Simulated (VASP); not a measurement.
OSZICAR of a VASP run on PbF2 (fluorite):

### OSZICAR
```
       N       E                     dE             d eps       ncg     rms          rms(c)
DAV:   1     0.378281427556E+03    0.37828E+03   -0.14156E+04  1152   0.185E+03
DAV:   2     0.358880861487E+02   -0.34239E+03   -0.32743E+03  1248   0.516E+02
DAV:   3    -0.154168021453E+02   -0.51305E+02   -0.49686E+02  1392   0.220E+02
DAV:   4    -0.178458761306E+02   -0.24291E+01   -0.24181E+01  1380   0.511E+01
DAV:   5    -0.179154392099E+02   -0.69563E-01   -0.69550E-01  1440   0.865E+00    0.734E+00
DAV:   6    -0.162913229917E+02    0.16241E+01   -0.59232E+00  1648   0.267E+01    0.251E+00
DAV:   7    -0.162663067800E+02    0.25016E-01   -0.43515E-01  1208   0.496E+00    0.140E+00
DAV:   8    -0.162424474185E+02    0.23859E-01   -0.99628E-02  1208   0.392E+00    0.496E-01
DAV:   9    -0.162391476647E+02    0.32998E-02   -0.12848E-02  1644   0.126E+00    0.108E-01
DAV:  10    -0.162393477934E+02   -0.20013E-03   -0.77543E-04  1212   0.235E-01    0.704E-02
DAV:  11    -0.162394408393E+02   -0.93046E-04   -0.50818E-05  1376   0.905E-02    0.158E-02
DAV:  12    -0.162394409701E+02   -0.13077E-06   -0.94906E-06  1296   0.338E-02
   1 F= -.16239441E+02 E0= -.16239441E+02  d E =-.285536E-11  mag=     0.0000     0.0000     0.0000
       N       E                     dE             ncg
       N       E                     dE             ncg
       N       E                     dE             ncg
```

**Question.** Which electronic solver shows in the log?

**Answer.** It is blocked Davidson (ALGO = Normal, or the opening steps of other solvers). The INCAR had ALGO = Normal.

**Question.** How was spin treated?

**Answer.** With non-collinear spinors: mag has three components.

**Question.** Can the final energy be trusted as converged?

**Answer.** Self-consistency was reached. It stopped with EDIFF = 1E-6, NELM = 100 (LDA (Ceperley-Alder, Perdew-Zunger) with spin-orbit coupling, plane waves, VASP's LDA PAW potentials (set 64)).

The compound is PbF2 in the fluorite structure, the β form. It was relaxed first, which changed the volume by -6 %.
